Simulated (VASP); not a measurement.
Data:

```
CELL_PARAMETERS angstrom
      1.50513    -2.60696     0.00000
      1.50513     2.60696     0.00000
      0.00000     0.00000     4.93853
ATOMIC_POSITIONS crystal
  Si 0.66667 0.33333 0.49960
  Si 0.33333 0.66667 0.99960
  C  0.66667 0.33333 0.87540
  C  0.33333 0.66667 0.37540
```

All values below come from PBE GGA, VASP's PBE PAW potentials (set 64) (plane waves; VASP 6.6.1). Settings: 620 eV cut-off, 8×8×5 Γ-centred mesh, Gaussian smearing of 0.050 eV, potentials Si C.

Q: What does the run give for the energy per atom (σ→0), pressure?

A: 
| Quantity | Result |
|---|---|
| energy per atom (σ→0) | -7.481 eV/atom |
| pressure | 19.87 GPa |

Total energies compare only between runs with the same potentials, cut-off and functional.

The compound is SiC in the wurtzite structure, the rare 2H polytype. It was relaxed first under an external pressure of 20 GPa.
